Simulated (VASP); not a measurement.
Data:

```xyz
2
Lattice="2.7294 0.0000 0.0000 0.0000 2.7294 0.0000 0.0000 0.0000 3.7699" Properties=species:S:1:pos:R:3 pbc="T T T"
Fe     0.0000     0.0000     0.0000
Pt     1.3647     1.3647     1.8849
```
Starting moments (μB, in the order of the record's atoms Fe Pt): 2.9 0.3.

All values below come from PW91 GGA, VASP's PBE PAW potentials (set 64) (plane waves; VASP). Settings: 520 eV cut-off, Gaussian smearing of 0.050 eV, potentials Fe Pt.

Question: Give the spin-up energies of bands 1 to 13 at the high-symmetry points, in eV from the Fermi level.

Answer: 
```json
[
 {"band": "1", "Γ": "-9.38", "X": "-6.00", "M": "-6.70", "Z": "-7.60", "R": "-6.37", "A": "-5.94"},
 {"band": "2", "Γ": "-6.16", "X": "-4.70", "M": "-5.56", "Z": "-5.60", "R": "-6.34", "A": "-4.71"},
 {"band": "3", "Γ": "-6.02", "X": "-4.34", "M": "-5.56", "Z": "-5.57", "R": "-3.54", "A": "-4.71"},
 {"band": "4", "Γ": "-3.29", "X": "-4.12", "M": "-5.54", "Z": "-3.44", "R": "-3.54", "A": "-3.93"},
 {"band": "5", "Γ": "-3.29", "X": "-3.30", "M": "-1.24", "Z": "-2.76", "R": "-3.29", "A": "-3.34"},
 {"band": "6", "Γ": "-2.83", "X": "-3.23", "M": "-0.94", "Z": "-2.48", "R": "-2.91", "A": "-3.34"},
 {"band": "7", "Γ": "-1.94", "X": "-2.59", "M": "-0.46", "Z": "-2.16", "R": "-1.09", "A": "-2.16"},
 {"band": "8", "Γ": "-1.83", "X": "-2.33", "M": "-0.43", "Z": "-2.16", "R": "-0.80", "A": "-1.73"},
 {"band": "9", "Γ": "-0.46", "X": "-2.00", "M": "-0.43", "Z": "-2.06", "R": "-0.47", "A": "-0.94"},
 {"band": "10", "Γ": "-0.34", "X": "-1.56", "M": "0.61", "Z": "-2.06", "R": "-0.46", "A": "0.62"},
 {"band": "11", "Γ": "-0.34", "X": "0.27", "M": "1.75", "Z": "-1.67", "R": "-0.38", "A": "6.84"},
 {"band": "12", "Γ": "2.19", "X": "2.09", "M": "1.75", "Z": "-0.77", "R": "-0.35", "A": "6.84"},
 {"band": "13", "Γ": "9.47", "X": "10.32", "M": "7.63", "Z": "15.56", "R": "4.69", "A": "7.73"}
]
```

Question: Give the spin-down energies of bands 1 to 13 at the high-symmetry points, in eV from the Fermi level.

Answer: 
| band | Γ | X | M | Z | R | A |
|---|---|---|---|---|---|---|
| 1 | -9.24 | -5.87 | -6.34 | -7.51 | -6.00 | -5.78 |
| 2 | -5.67 | -4.50 | -4.84 | -5.38 | -5.87 | -4.52 |
| 3 | -5.64 | -4.15 | -4.84 | -5.15 | -2.81 | -4.52 |
| 4 | -2.28 | -3.33 | -4.60 | -2.53 | -2.79 | -1.89 |
| 5 | -2.28 | -2.38 | 0.95 | -1.82 | -2.14 | -1.48 |
| 6 | -0.80 | -1.31 | 1.19 | -1.82 | -0.47 | -1.28 |
| 7 | -0.70 | -1.14 | 1.56 | -1.35 | -0.34 | -1.28 |
| 8 | 0.49 | -0.87 | 1.68 | -0.53 | -0.27 | 0.70 |
| 9 | 1.61 | 0.50 | 1.68 | 0.09 | 0.91 | 0.95 |
| 10 | 1.63 | 0.70 | 1.71 | 0.46 | 1.44 | 1.71 |
| 11 | 1.63 | 2.39 | 1.91 | 0.46 | 1.53 | 7.54 |
| 12 | 2.39 | 2.53 | 1.91 | 1.38 | 1.55 | 7.54 |
| 13 | 10.24 | 11.05 | 8.39 | 15.96 | 5.60 | 8.56 |

It has no gap at this level: it comes out as a metal or semimetal.

The compound is FePt in the L1_0 structure. It was relaxed first.
